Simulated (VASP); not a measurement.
A convergence study with VASP on PbTe (rock salt): one setting is varied, all else stays as given below, so the limit is that of these other settings.

```
PbTe
1.0
    0.00000     3.23000     3.23000
    3.23000     0.00000     3.23000
    3.23000     3.23000     0.00000
Te Pb
1 1
Direct
  0.50000   0.50000   0.50000
  0.00000   0.00000   0.00000
```

Method: PBE GGA, VASP's PBE PAW potentials (set 64) (plane waves; VASP). The tightest run used: 550 eV cut-off, 12×12×12 Monkhorst-Pack mesh, Gaussian smearing of 0.050 eV, potentials Te Pb_d.

```
setting     E (eV/atom)  pressure (GPa)  irreducible k-points
----------  -----------  --------------  --------------------
1×1×1 mesh      -0.9493           26.15                     1
2×2×2 mesh      -4.0299            0.32                     2
3×3×3 mesh      -3.7742            2.09                     4
```

Task: These are the cheaper rows. Estimate the results at 12×12×12 mesh, and how far the last row shown lies from them.

Result: 
| quantity | tightest run | last row shown is off by |
|---|---|---|
| E (eV/atom) | -3.7502 | -0.0240 |
| pressure (GPa) | 2.14 | -0.05 |

Left out are rungs that failed or repeat a setting and relaxations that didn't move; long series are thinned to 24 rows.

The compound is PbTe in the rock salt structure. The cell was not relaxed at this level.
